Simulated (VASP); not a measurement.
A convergence study with VASP on BAs (zinc blende): one setting is varied, all else stays as given below, so the limit is that of these other settings. Each run relaxes cell and ions from the cell shown.

```xyz
2
Lattice="0.0000 2.3900 2.3900 2.3900 0.0000 2.3900 2.3900 2.3900 0.0000" Properties=species:S:1:pos:R:3 pbc="T T T"
B      0.0000     0.0000     0.0000
As     1.1950     1.1950     1.1950
```

Method: LDA (Ceperley-Alder, Perdew-Zunger), VASP's LDA PAW potentials (set 64) (plane waves; VASP). The tightest run used: 700 eV cut-off, 14×14×14 Γ-centred mesh, Gaussian smearing of 0.050 eV, potentials B As.

Gaps are read on the run's mesh, which can miss a band edge.

Problem. The settings run are 2×2×2 mesh; 3×3×3 mesh; 4×4×4 mesh; 5×5×5 mesh; 6×6×6 mesh; 7×7×7 mesh; 9×9×9 mesh; 10×10×10 mesh; 11×11×11 mesh; 12×12×12 mesh; 13×13×13 mesh; 14×14×14 mesh. From which on does the relaxed volume stay within 0.02 Å³/atom of the tightest run?

Solution. From 5×5×5 mesh on: it is off by 0.015 there and by no more than 0.02 in any finer run, while 4×4×4 mesh is off by 0.054.
```
setting        relaxed volume (Å³/atom)  E (eV/atom)  gap on the mesh (eV)  irreducible k-points  difference judged (Å³/atom)
-------------  ------------------------  -----------  --------------------  --------------------  ---------------------------
2×2×2 mesh                       14.463      -5.0275                 1.190                     3                        1.130
3×3×3 mesh                       13.546      -6.1405                 1.159                     4                        0.213
4×4×4 mesh                       13.387      -6.3734                 1.298                     8                        0.054
5×5×5 mesh                       13.347      -6.4357                 1.094                    10                        0.015
6×6×6 mesh                       13.336      -6.4546                 1.206                    16                        0.004
7×7×7 mesh                       13.333      -6.4608                 1.120                    20                        0.001
9×9×9 mesh                       13.333      -6.4638                 1.149                    35                        0.000
10×10×10 mesh                    13.333      -6.4641                 1.103                    47                        0.000
11×11×11 mesh                    13.333      -6.4642                 1.136                    56                        0.000
12×12×12 mesh                    13.333      -6.4642                 1.109                    72                        0.000
13×13×13 mesh                    13.333      -6.4642                 1.110                    84                        0.000
14×14×14 mesh                    13.333      -6.4642                 1.121                   104                        0.000
```

Left out are rungs that failed or repeat a setting and relaxations that didn't move; long series are thinned to 24 rows.

The compound is BAs in the zinc blende structure.
